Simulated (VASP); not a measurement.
Level of theory: PBE GGA with D4 dispersion, VASP's PBE PAW potentials (set 64) (plane waves; VASP).

A VASP calculation is set up with these files.

File KPOINTS:
```
Automatic mesh
0
Gamma
5 5 7
0 0 0
```

File POSCAR:
```
PbO2
1
    4.9676391097     0.0000000000     0.0000000000
    0.0000000000     4.9676391097     0.0000000000
    0.0000000000     0.0000000000     3.4088352154
Pb O
2 4
Direct
  0.0000000000   0.0000000000   0.0000000000
  0.5000000000   0.5000000000   0.5000000000
  0.3071975246   0.3071975246   0.0000000000
  0.8071975246   0.1928024754   0.5000000000
  0.1928024754   0.8071975246   0.5000000000
  0.6928024754   0.6928024754   0.0000000000
```

**INCAR**
```
SYSTEM = PbO2
PREC = Accurate
ENCUT = 520
EDIFF = 1E-7
NELM = 100
ALGO = Normal
LREAL = .FALSE.
LASPH = .TRUE.
ISMEAR = 0
SIGMA = 0.05
GGA = PE
IVDW = 13
LMAXMIX = 4
LWAVE = .FALSE.
LCHARG = .FALSE.
ISIF = 4
IBRION = 2
NSW = 30
EDIFFG = -0.01
```

POTCAR, in this order: Pb_d O (PBE.64 set). Program: vasp_std.

The resulting files:

OSZICAR:
```
       N       E                     dE             d eps       ncg     rms          rms(c)
DAV:   1     0.688181522645E+03    0.68818E+03   -0.26327E+04  1488   0.204E+03
DAV:   2     0.554177532287E+02   -0.63276E+03   -0.61125E+03  1643   0.553E+02
DAV:   3    -0.339761493618E+02   -0.89394E+02   -0.87816E+02  1939   0.228E+02
DAV:   4    -0.374169706739E+02   -0.34408E+01   -0.34297E+01  1792   0.496E+01
DAV:   5    -0.375569483387E+02   -0.13998E+00   -0.13995E+00  2073   0.885E+00    0.141E+01
DAV:   6    -0.317573255696E+02    0.57996E+01   -0.25983E+01  2279   0.581E+01    0.450E+00
DAV:   7    -0.317905188151E+02   -0.33193E-01   -0.17508E+00  1643   0.105E+01    0.277E+00
DAV:   8    -0.317887908374E+02    0.17280E-02   -0.48535E-01  2313   0.722E+00    0.121E+00
DAV:   9    -0.317577417319E+02    0.31049E-01   -0.12789E-01  2430   0.461E+00    0.132E-01
DAV:  10    -0.317593430613E+02   -0.16013E-02   -0.10651E-02  1657   0.611E-01    0.111E-01
DAV:  11    -0.317593333943E+02    0.96670E-05   -0.37324E-04  2356   0.200E-01    0.402E-02
DAV:  12    -0.317593202987E+02    0.13096E-04   -0.53948E-05  2275   0.675E-02    0.157E-02
DAV:  13    -0.317593155074E+02    0.47913E-05   -0.25205E-05  2497   0.605E-02    0.490E-03
DAV:  14    -0.317593165000E+02   -0.99268E-06   -0.25683E-06  2299   0.156E-02    0.240E-03
DAV:  15    -0.317593169581E+02   -0.45802E-06   -0.13203E-07  1268   0.465E-03    0.865E-04
DAV:  16    -0.317593169862E+02   -0.28160E-07   -0.16599E-07  1206   0.282E-03
   1 F= -.33328364E+02 E0= -.33328318E+02  d E =-.333284E+02
       N       E                     dE             d eps       ncg     rms          rms(c)
DAV:   1    -0.317650588070E+02   -0.57418E-02   -0.47816E-01  1502   0.520E+00    0.395E-01
DAV:   2    -0.317629050402E+02    0.21538E-02   -0.19742E-02  1953   0.137E+00    0.237E-01
DAV:   3    -0.317609490379E+02    0.19560E-02   -0.29191E-03  2192   0.712E-01    0.316E-02
DAV:   4    -0.317609972562E+02   -0.48218E-04   -0.63368E-04  1708   0.188E-01    0.173E-02
DAV:   5    -0.317609947471E+02    0.25091E-05   -0.27102E-05  1969   0.543E-02    0.330E-03
DAV:   6    -0.317609954594E+02   -0.71231E-06   -0.66414E-06  1793   0.201E-02    0.296E-03
DAV:   7    -0.317609955234E+02   -0.64032E-07   -0.18985E-07  1174   0.475E-03
   2 F= -.33330327E+02 E0= -.33330281E+02  d E =-.196359E-02
       N       E                     dE             d eps       ncg     rms          rms(c)
DAV:   1    -0.317637446410E+02   -0.27492E-02   -0.30015E-01  1502   0.412E+00    0.313E-01
DAV:   2    -0.317624048862E+02    0.13398E-02   -0.12394E-02  1961   0.109E+00    0.188E-01
DAV:   3    -0.317611790468E+02    0.12258E-02   -0.18334E-03  2177   0.565E-01    0.248E-02
DAV:   4    -0.317612094800E+02   -0.30433E-04   -0.39586E-04  1694   0.148E-01    0.138E-02
DAV:   5    -0.317612079677E+02    0.15123E-05   -0.16710E-05  1971   0.423E-02    0.261E-03
DAV:   6    -0.317612084293E+02   -0.46157E-06   -0.41368E-06  1781   0.155E-02    0.237E-03
DAV:   7    -0.317612084677E+02   -0.38413E-07   -0.10758E-07  1143   0.373E-03
   3 F= -.33330776E+02 E0= -.33330729E+02  d E =-.241174E-02
       N       E                     dE             d eps       ncg     rms          rms(c)
DAV:   1    -0.317616180726E+02   -0.40964E-03   -0.90430E-02  1496   0.213E+00    0.124E-01
DAV:   2    -0.317615680775E+02    0.49995E-04   -0.23490E-03  2294   0.461E-01    0.732E-02
DAV:   3    -0.317614514654E+02    0.11661E-03   -0.10831E-04  2295   0.131E-01    0.162E-02
DAV:   4    -0.317614474117E+02    0.40537E-05   -0.22799E-05  2313   0.419E-02    0.314E-03
DAV:   5    -0.317614477302E+02   -0.31850E-06   -0.76172E-07  1663   0.899E-03    0.709E-04
DAV:   6    -0.317614477322E+02   -0.20727E-08   -0.25554E-08   961   0.270E-03
   4 F= -.33331008E+02 E0= -.33330962E+02  d E =-.232897E-03
       N       E                     dE             d eps       ncg     rms          rms(c)
DAV:   1    -0.317615134244E+02   -0.65694E-04   -0.22962E-02  1496   0.107E+00    0.624E-02
DAV:   2    -0.317615004386E+02    0.12986E-04   -0.59559E-04  2294   0.232E-01    0.369E-02
DAV:   3    -0.317614708313E+02    0.29607E-04   -0.27479E-05  2281   0.659E-02    0.812E-03
DAV:   4    -0.317614698426E+02    0.98876E-06   -0.58003E-06  2319   0.211E-02    0.158E-03
DAV:   5    -0.317614699482E+02   -0.10564E-06   -0.16340E-07  1175   0.448E-03    0.372E-04
DAV:   6    -0.317614699496E+02   -0.13470E-08   -0.21962E-08   856   0.215E-03
   5 F= -.33331028E+02 E0= -.33330981E+02  d E =-.252392E-03
```

**OUTCAR**
```
------------------------ aborting loop because EDIFF is reached ----------------------------------------
  Edisp (eV):   -1.56956
  FORCE on cell =-STRESS in cart. coord.  units (eV):
  Direction    XX          YY          ZZ          XY          YZ          ZX
  --------------------------------------------------------------------------------------
  Total       2.17868     2.17868     2.16338    -0.00000     0.00000     0.00000
  in kB      41.49530    41.49530    41.20377    -0.00000     0.00000     0.00000
  external pressure =       41.40 kB  Pullay stress =        0.00 kB
  volume of cell :       84.12
      direct lattice vectors                 reciprocal lattice vectors
     4.947823966  0.000000000  0.000000000     0.202109050 -0.000000000  0.000000000
     0.000000000  4.947823966  0.000000000    -0.000000000  0.202109050  0.000000000
     0.000000000  0.000000000  3.436193430     0.000000000  0.000000000  0.291019705
 POSITION                                       TOTAL-FORCE (eV/Angst)
 -----------------------------------------------------------------------------------
      0.00000      0.00000      0.00000        -0.000000      0.000000      0.000000
      2.47391      2.47391      1.71810        -0.000000      0.000000      0.000000
      1.51938      1.51938      0.00000        -0.000646     -0.000646     -0.000000
      3.99329      0.95454      1.71810        -0.000646      0.000646      0.000000
      0.95454      3.99329      1.71810         0.000646     -0.000646     -0.000000
      3.42845      3.42845      0.00000         0.000646      0.000646      0.000000
 -----------------------------------------------------------------------------------
    total drift:                               -0.000000      0.000000      0.000000
  FREE ENERGIE OF THE ION-ELECTRON SYSTEM (eV)
  ---------------------------------------------------
  free  energy   TOTEN  =       -33.3310279704 eV

  energy  without entropy=      -33.3309339169  energy(sigma->0) =      -33.33098094

 reached required accuracy - stopping structural energy minimisation
```
(Selected blocks of OUTCAR.)

CONTCAR:
```
PbO2
   1.00000000000000
     4.9478239660190342    0.0000000000000000    0.0000000000000000
     0.0000000000000000    4.9478239660190342    0.0000000000000000
     0.0000000000000000    0.0000000000000000    3.4361934302210395
  Pb              O
     2     4
Direct
     0.0000000000000000    0.0000000000000000    0.0000000000000000
     0.5000000000000000    0.5000000000000000    0.5000000000000000
     0.3070794379655610    0.3070794379655610    0.0000000000000000
     0.8070794379655610    0.1929205620344390    0.5000000000000000
     0.1929205620344390    0.8070794379655610    0.5000000000000000
     0.6929205620344390    0.6929205620344390    0.0000000000000000
```

The compound is PbO2 in the rutile structure. This cell is one point of a volume scan, at 0.97 of the reference volume. Symmetry was kept, so distortions that lower it aren't found.
